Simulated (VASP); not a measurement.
**Au: stress against strain**

Au (fcc, Fm-3m, 16.991 Å³/atom at rest, cube axes along x, y and z) under a strain ε along a cube axis (axis z), the other axes held. PBEsol in VASP (plane waves, PAW), 480 eV, 18×18×18 Γ-centred mesh, Methfessel-Paxton smearing 0.10 eV; ions are relaxed within the symmetry of each cell. Stress is positive for a compressed cell.

Here s stands for strain and y for stress zz.

```
strain (%)  stress zz (GPa)
----------  ---------------
-1.50                  3.14
-1.00                  2.09
-0.50                  1.09
0.00                   0.12
0.50                  -0.82
1.00                  -1.75
1.50                  -2.65
3.00                      ?
```

Question: Using a straight line, estimate the missing y at s = 3.00 from the other rows, showing the fit.

Answer: Means: s 0, y 0.174. About the means, the sum of products is -13.480 and the sum of squares of s is 7.0000; the slope is their ratio. Least squares gives y = 0.174 - 1.9257·s. Residuals (row less fit): 0.077, -0.010, -0.047, -0.054, -0.031, 0.002, 0.065; standard error 0.057 (degrees of freedom: 5). The slope gives the elastic constant C11 = 193 ± 2 GPa. At the withheld row, y = 0.174 - 1.9257 × 3.0 = -5.603 GPa. The calculation gives -5.20 GPa, 0.403 GPa above the prediction (4.8 % of the range of y in the table). The row lies outside the fitted rows, so this is an extrapolation. From the scatter of the fitted rows alone, a prediction at this place has a standard error of 0.089 GPa, so the miss is 4.5 times that.

One order more, fitted to all 13 runs of the series, follows each within 0.06, so the miss is the next term of a smooth law. In a metal these values are sensitive to mesh and smearing; energies are taken to zero smearing, stresses follow the free energy. Rows are the converged runs of the series near zero and its far end; series whose fitted rows scatter by over a few per cent of the range, as at a crossing or softening among them, aren't shown in this form. Most that stay on the fit to the last digits aren't either.
